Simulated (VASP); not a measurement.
# A single sheet of CrBr2 in VASP

Aim: model a single sheet of CrBr2 by a slab and find how far its highest filled level lies below the vacuum.

Program: VASP 6.6.1. Level of theory: PBEsol, spin-polarised from a ferromagnetic start (one magnetic atom a cell); plane waves and PAW (Br, Cr). Results are calculated unless marked as measured.

## (1) The structure

The cell holds 3 atoms: 2 Br and 1 Cr. Cell: a = 4.168 Å, b = 4.168 Å, c = 18.016 Å, α = 90.0°, β = 90.0°, γ = 52.1°. It derives from CrBr2. 1 sheet cut from a layered arrangement of the crystal. Vacuum lies along c.

Coordinates:

```
Br Cr
1.0
     4.16837    0.00000    0.00000
     2.55970    3.28987    0.00000
     0.00000    0.00000   18.01608
Br Cr
2 1
Direct
  0.52609 0.52609 0.58371
  0.27981 0.27981 0.41629
  0.90295 0.90295 0.50000
```

## (2) Surface relaxation

All atoms relax at the fixed cell.

Input file INCAR:

```
SYSTEM = CrBr2
PREC = Normal
ENCUT = 300
EDIFF = 1E-05
NELM = 120
ISMEAR = 0
SIGMA = 0.05
LREAL = .FALSE.
ALGO = Fast
GGA = PS
NBANDS = 17
ISPIN = 2
MAGMOM = 0 0 3
LMAXMIX = 4
LORBIT = 11
LWAVE = .FALSE.
LCHARG = .FALSE.
KPAR = 2
IBRION = 2
NSW = 40
ISIF = 2
EDIFFG = -0.03
POTIM = 0.4
MAXMIX = 40
IDIPOL = 3
LDIPOL = .TRUE.
DIPOL = 0.5 0.5 0.5
```

Input file POSCAR:

```
CrBr2
1.0
    4.1683699850      0.0000000000      0.0000000000
    2.5597016450      3.2898686630      0.0000000000
    0.0000000000      0.0000000000     18.0160793074
Br Cr
2 1
Direct
    0.5260881120      0.5260881120      0.5837052070
    0.2798100870      0.2798100870      0.4162947930
    0.9029490990      0.9029490990      0.5000000000
```

Input file KPOINTS:

```
Automatic mesh
0
Gamma
7 7 1
0 0 0
```

Potentials, in the order of the species: Br and Cr (PBE family, release 64).

On the command line:

```
$ mpirun -np 2 vasp_std
```

The log of the run:

```text
[banner, memory and clock lines left out]
running    2 mpi-ranks, on    1 nodes
 distrk:  each k-point on    1 cores,    2 groups
 distr:  one band on    1 cores,    1 groups

 POSCAR found type information on POSCAR BrCr
 POSCAR found :  2 types and       3 ions
|                                                                             |
|               ----> ADVICE to this user running VASP <----                  |
|                                                                             |
|     You enforced a specific xc type in the INCAR file but a different       |
|     [... a line on the potential file left out ...]
|     I HOPE YOU KNOW WHAT YOU ARE DOING!                                     |
|                                                                             |

 LDA part: xc-table for (Slater+PW92), standard interpolation
 POSCAR, INCAR and KPOINTS ok, starting setup
 FFT: planning ... GRIDC
 FFT: planning ... GRID_SOFT
 FFT: planning ... GRID
 WAVECAR not read
 entering main loop
       N       E                     dE             d eps       ncg     rms          rms(c)
DAV:   1     0.134692823052E+03    0.13469E+03   -0.47509E+03  1088   0.549E+02
DAV:   2     0.562954955215E+01   -0.12906E+03   -0.12183E+03  1346   0.168E+02
DAV:   3    -0.148697662188E+02   -0.20499E+02   -0.20088E+02  1576   0.733E+01
DAV:   4    -0.156514250588E+02   -0.78166E+00   -0.77978E+00  1301   0.196E+01
DAV:   5    -0.156739627158E+02   -0.22538E-01   -0.22527E-01  1549   0.288E+00    0.109E+01
RMM:   6    -0.152452940498E+02    0.42867E+00   -0.68651E+00  1105   0.221E+01    0.101E+01
RMM:   7    -0.151979053021E+02    0.47389E-01   -0.11507E+00  1116   0.884E+00    0.468E+00
RMM:   8    -0.151108445776E+02    0.87061E-01   -0.42050E-01  1130   0.321E+00    0.231E+00
RMM:   9    -0.150392384612E+02    0.71606E-01   -0.10151E-01  1150   0.213E+00    0.776E-01
RMM:  10    -0.151167733731E+02   -0.77535E-01   -0.27278E-02  1161   0.113E+00    0.516E-01
RMM:  11    -0.152294728638E+02   -0.11270E+00   -0.18981E-02  1099   0.707E-01    0.348E-01
RMM:  12    -0.153472178483E+02   -0.11774E+00   -0.40309E-02  1152   0.824E-01    0.215E-01
RMM:  13    -0.154286158131E+02   -0.81398E-01   -0.30522E-02  1143   0.635E-01    0.101E-01
RMM:  14    -0.154585236829E+02   -0.29908E-01   -0.84997E-03  1171   0.382E-01    0.798E-02
RMM:  15    -0.154631606211E+02   -0.46369E-02   -0.22697E-03  1220   0.202E-01    0.330E-02
RMM:  16    -0.154635100620E+02   -0.34944E-03   -0.29315E-04  1108   0.860E-02    0.176E-02
RMM:  17    -0.154637648096E+02   -0.25475E-03   -0.10184E-04  1015   0.560E-02    0.133E-02
RMM:  18    -0.154641033963E+02   -0.33859E-03   -0.73900E-05   975   0.393E-02    0.645E-03
RMM:  19    -0.154642430549E+02   -0.13966E-03   -0.27387E-05   861   0.246E-02    0.436E-03
RMM:  20    -0.154643177143E+02   -0.74659E-04   -0.10149E-05   786   0.212E-02    0.261E-03
RMM:  21    -0.154643631006E+02   -0.45386E-04   -0.69865E-06   755   0.144E-02    0.157E-03
RMM:  22    -0.154643904054E+02   -0.27305E-04   -0.40539E-06   711   0.123E-02    0.190E-03
RMM:  23    -0.154644059108E+02   -0.15505E-04   -0.25377E-06   681   0.103E-02    0.696E-04
RMM:  24    -0.154644106450E+02   -0.47342E-05   -0.13575E-06   634   0.865E-03
   1 F= -.15464411E+02 E0= -.15464411E+02  d E =-.154644E+02  mag=     4.0000
 curvature:   0.00 expect dE= 0.000E+00 dE for cont linesearch  0.000E+00
 trial: gam= 0.00000 g(F)=  0.120E-01 g(S)=  0.000E+00 ort = 0.000E+00 (trialstep = 0.100E+01)
 search vector abs. value=  0.120E-01
 bond charge predicted
       N       E                     dE             d eps       ncg     rms          rms(c)
DAV:   1    -0.154720126407E+02   -0.76067E-02   -0.62657E-01  1422   0.387E+00    0.411E-01
RMM:   2    -0.154720061232E+02    0.65175E-05   -0.27218E-02  1112   0.143E+00    0.212E-01
RMM:   3    -0.154740320133E+02   -0.20259E-02   -0.68041E-03  1174   0.582E-01    0.180E-01
RMM:   4    -0.154747644209E+02   -0.73241E-03   -0.87693E-04  1204   0.212E-01    0.129E-01
RMM:   5    -0.154747523290E+02    0.12092E-04   -0.15072E-04  1096   0.797E-02    0.800E-02
RMM:   6    -0.154748142673E+02   -0.61938E-04   -0.88973E-05  1082   0.581E-02    0.507E-02
RMM:   7    -0.154748435035E+02   -0.29236E-04   -0.13130E-05   776   0.344E-02    0.451E-02
RMM:   8    -0.154748561487E+02   -0.12645E-04   -0.32756E-05   895   0.283E-02    0.171E-02
RMM:   9    -0.154748625329E+02   -0.63841E-05   -0.12883E-05   731   0.262E-02
   2 F= -.15474863E+02 E0= -.15474863E+02  d E =-.104519E-01  mag=     4.0001
[...]
3 F= -.15485030E+02 E0= -.15485030E+02  d E =-.206195E-01  mag=     4.0000
[...]
4 F= -.15478489E+02 E0= -.15478489E+02  d E =-.140781E-01  mag=     3.9999
[...]
5 F= -.15486968E+02 E0= -.15486968E+02  d E =-.225570E-01  mag=     4.0001
[...]
6 F= -.15486972E+02 E0= -.15486972E+02  d E =-.225616E-01  mag=     4.0001
[...]
7 F= -.15487269E+02 E0= -.15487269E+02  d E =-.296799E-03  mag=     4.0002
[...]
8 F= -.15488049E+02 E0= -.15488049E+02  d E =-.107729E-02  mag=     4.0020
 curvature:  -4.81 expect dE=-0.684E-03 dE for cont linesearch -0.675E-03
 ZBRENT: increasing intervall
 opt :  15.4509  next Energy=   -15.489421 (dE=-0.245E-02)
 bond charge predicted
       N       E                     dE             d eps       ncg     rms          rms(c)
DAV:   1    -0.154855207656E+02    0.25384E-02   -0.90430E-01  1142   0.470E+00    0.283E-01
RMM:   2    -0.154884317282E+02   -0.29110E-02   -0.30583E-02  1134   0.141E+00    0.107E-01
RMM:   3    -0.154892069456E+02   -0.77522E-03   -0.66895E-03  1273   0.552E-01    0.124E-01
RMM:   4    -0.154892766346E+02   -0.69689E-04   -0.58766E-04  1206   0.160E-01    0.116E-01
RMM:   5    -0.154892713071E+02    0.53275E-05   -0.48040E-05   912   0.501E-02
   9 F= -.15489271E+02 E0= -.15489271E+02  d E =-.229910E-02  mag=     4.0021
 curvature:  -9.76 expect dE=-0.337E-03 dE for cont linesearch -0.305E-03
 trial: gam=-0.24160 g(F)=  0.345E-04 g(S)=  0.000E+00 ort = 0.792E-04 (trialstep = 0.433E+01)
 search vector abs. value=  0.796E-05
 reached required accuracy - stopping structural energy minimisation
```

The job ended after 2.4 min (2 MPI ranks of AMD EPYC 7R43, shared host; peak memory 0.36 GiB).

The logs omit lines about the potential files and the build; timing stands in the text.

OUTCAR, selected parts (step 2):

```text
ion  position               nearest neighbor table
   1  0.526  0.526  0.584-   3 2.55   3 2.55
   2  0.280  0.280  0.416-   3 2.55   3 2.55
   3  0.903  0.903  0.500-   2 2.55   2 2.55   1 2.55   1 2.55

  LATTYP: Found a base centered orthorhombic cell.
 ALAT       =     3.6621099994
 B/A-ratio  =     2.0450882145
 C/A-ratio  =     4.9195898840

 Subroutine GETGRP returns: Found  4 space group operations
 (whereof  2 operations were pure point group operations)

The static configuration has the point symmetry C_1h.
 The point group associated with its full space group is C_2h.

 Found     16 irreducible k-points:

   k-points           NKPTS =     16   k-points in BZ     NKDIM =     16   number of bands    NBANDS=     17

   dimension x,y,z NGX =    18 NGY =   18 NGZ =   80
   dimension x,y,z NGXF=    36 NGYF=   36 NGZF=  160

   ENCUT  =  300.0 eV  22.05 Ry    4.70 a.u.   5.89  5.89 25.44*2*pi/ulx,y,z

   NELECT =      20.0000    total number of electrons

 k-points in reciprocal lattice and weights: Automatic mesh
   0.00000000  0.00000000  0.00000000       0.020
   0.14285714 -0.00000000  0.00000000       0.082
   0.28571429 -0.00000000  0.00000000       0.082
   0.42857143  0.00000000  0.00000000       0.082
   0.14285714  0.14285714  0.00000000       0.041
   0.28571429  0.14285714  0.00000000       0.082
   0.42857143  0.14285714  0.00000000       0.082
  -0.42857143  0.14285714  0.00000000       0.082
  -0.28571429  0.14285714  0.00000000       0.082
[...]
0.42857143  0.42857143  0.00000000       0.041
  -0.42857143  0.42857143  0.00000000       0.041

 dipolmoment           0.000000      0.000000      0.000000 electrons x Angstroem

 average (electrostatic) potential at core
       1 -68.8594       2 -68.8594       3 -50.5794

 E-fermi :  -2.3775

 spin component 1
 k-point     1 :       0.0000    0.0000    0.0000
  band No.  band energies     occupation
    ...
      8      -5.1084      1.00000
      9      -4.0942      1.00000
     10      -3.6943      1.00000
     11      -3.5263      1.00000
     12      -2.5960      1.00000
     13      -1.5535      0.00000
     14       0.3394      0.00000
     15       0.9665      0.00000
     16       2.0411      0.00000
     17       2.2142      0.00000

 k-point     2 :       0.1429   -0.0000    0.0000
  band No.  band energies     occupation
    ...
      8      -5.3132      1.00000
      9      -3.7831      1.00000
     10      -3.6337      1.00000
     11      -3.3715      1.00000
     12      -2.7457      1.00000
     13      -1.9306      0.00000
     14       0.9878      0.00000
     15       1.5385      0.00000
     16       2.3198      0.00000
     17       2.4798      0.00000

 k-point     3 :       0.2857   -0.0000    0.0000
  band No.  band energies     occupation
    ...
      8      -5.5084      1.00000
      9      -3.6856      1.00000
     10      -3.5923      1.00000
     11      -3.3018      1.00000
     12      -2.7992      1.00000
     13      -2.0056      0.00000
     14       1.6842      0.00000
     15       2.0212      0.00000
     16       2.9372      0.00000
     17       3.0703      0.00000

 k-point     4 :       0.4286    0.0000    0.0000
  band No.  band energies     occupation
    ...
      8      -5.6627      1.00000
      9      -3.7708      1.00000
     10      -3.6834      1.00000
     11      -3.4437      1.00000
     12      -2.6049      1.00000
     13      -1.7058      0.00000
     14       1.3976      0.00000
     15       1.6231      0.00000
     16       3.8087      0.00000
     17       4.0719      0.00000

 k-point     5 :       0.1429    0.1429    0.0000
  band No.  band energies     occupation
    ...
      8      -5.2859      1.00000
      9      -4.0927      1.00000
     10      -3.6336      1.00000
     11      -3.2503      1.00000
     12      -2.8529      1.00000
     13      -1.5709      0.00000
     14       0.7619      0.00000
     15       1.7415      0.00000
     16       2.1538      0.00000
     17       2.4233      0.00000

 k-point     6 :       0.2857    0.1429    0.0000
  band No.  band energies     occupation
    ...
      8      -5.2973      1.00000
      9      -3.7852      1.00000
     10      -3.6059      1.00000
     11      -3.1539      1.00000
     12      -2.9377      1.00000
     13      -1.9338      0.00000
     14       1.6598      0.00000
     15       2.4906      0.00000
     16       2.5431      0.00000
     17       2.8570      0.00000

  Total       -0.6271694     -0.8672623     -0.0337192      0.1542903      0.0342184      0.0699796
  in kB       -4.0671511     -5.6241375     -0.2186669      1.0005621      0.2219037      0.4538128
  external PRESSURE =      -3.3033185 kB  Pullay stress =       0.0000000 kB

  energy-cutoff  :      300.00
  volume of cell :      247.06
      direct lattice vectors                 reciprocal lattice vectors
     4.168369985  0.000000000  0.000000000     0.239901929 -0.186657106  0.000000000
     2.559701645  3.289868663  0.000000000     0.000000000  0.303963502  0.000000000
     0.000000000  0.000000000 18.016079307     0.000000000  0.000000000  0.055505972

 POSITION                                       TOTAL-FORCE (eV/Angst)
 -----------------------------------------------------------------------------------
      3.54899      1.73537     10.44917         0.018847      0.009216     -0.002673
      1.87315      0.91592      7.56691        -0.018847     -0.009216      0.002673
      6.07511      2.97058      9.00804         0.000000      0.000000      0.000000
 -----------------------------------------------------------------------------------
    total drift:                                0.000018      0.000009      0.000011

  FREE ENERGIE OF THE ION-ELECTRON SYSTEM (eV)
  ---------------------------------------------------
  free  energy   TOTEN  =       -15.4892713071 eV

  energy  without entropy=      -15.4892713071  energy(sigma->0) =      -15.48927131

 reached required accuracy - stopping structural energy minimisation

 vacuum level on the upper side and lower side of the slab         2.384         2.384

 total charge
# of ion       s       p       d       tot
------------------------------------------
    1        1.602   3.232   0.023   4.856
    2        1.602   3.232   0.023   4.856
    3        0.296   0.335   4.261   4.892
--------------------------------------------------
tot          3.500   6.798   4.307  14.605

 magnetization (x)
# of ion       s       p       d       tot
------------------------------------------
    1        0.001  -0.035   0.011  -0.023
    2        0.001  -0.035   0.011  -0.023
    3        0.060   0.036   3.640   3.737
--------------------------------------------------
tot          0.061  -0.034   3.662   3.690

[... 6 further parts left out ...]
```

The cell holds one magnetic atom, so no antiferromagnetic order fits into it. The gap is read on the k-mesh alone, so it is an upper bound where the band edges lie off the mesh. LASPH is off, so gradient terms of the non-spherical density inside the spheres are left out; for open d or f shells this can shift gaps and moments. The PAW data sets were made with PBE, which is usual practice but a small mismatch for other functionals. The data set Cr keeps the semicore shell frozen, which is cheaper and a little less accurate. The run keeps the 4 symmetry operations of its start, so it cannot find a distortion of lower symmetry.

Step by step:

| step | energy less that of the first step (eV) | largest force (eV/Å) |
| --- | --- | --- |
| 1 | 0.0000 | 0.3937 |
| 2 | -0.0105 | 0.2856 |
| 3 | -0.0206 | 0.1213 |
| 4 | -0.0141 | 0.2807 |
| 5 | -0.0226 | 0.0498 |
| 6 | -0.0226 | 0.0517 |
| 7 | -0.0229 | 0.0498 |
| 8 | -0.0236 | 0.0430 |
| 9 | -0.0249 | 0.0211 |

The atoms that moved most (Å):

| atom | dx | dy | dz | length |
| --- | --- | --- | --- | --- |
| Br1 | 0.009 | 0.005 | -0.067 | 0.068 |
| Br2 | -0.009 | -0.005 | 0.067 | 0.068 |

Final coordinates:

```
Br Cr
1.0
     4.16837    0.00000    0.00000
     2.55970    3.28987    0.00000
     0.00000    0.00000   18.01608
Br Cr
2 1
Direct
  0.52749 0.52749 0.57999
  0.27841 0.27841 0.42001
  0.90295 0.90295 0.50000
```

Numbers from this step:

* electronic cycles: 74
* electrons: 20
* free energy (TOTEN): -15.49 eV
* Fermi energy: -2.377 eV
* moment of the cell, from the last line of the log: 4.002 μB
* labelled metallic, from the levels on this mesh: no
* dipole moment: 0, 0, 0 e·Å
* gap on the k-mesh: 0.5677 eV
* least direct gap on the k-mesh: 0.7193 eV

Spin moment in the PAW sphere by atom:

| atom | spin moment in the PAW sphere (μB) |
| --- | --- |
| Br1 | -0.02 |
| Br2 | -0.02 |
| Cr3 | 3.74 |

The run ended after 9 ionic steps, 0.025 eV below its first step, once the forces on the free atoms met EDIFFG = -0.03.

Only the dipole across the slab is computed (IDIPOL = 3); zeros along the plane are no results.

(Continued in part 2 of 3.)

[Lines on the potential files, build, host, timing and source positions are cut from VASP's logs without a mark.]

[Logs are printed without paths, hosts, clocks, repeated set-up lines and the standing remarks that a program may print on its own settings, such as how far it seeks lower states.]

[Hosts, paths, dates, database ids (printed as entryN), source tags and the programs' standing remarks are cut or masked in the printed files.]

[In band tables of VASP the shares of atoms and orbitals are scaled to a sum of 1 inside the atoms' spheres.]

[Runs that stopped without an error message from VASP are left out.]
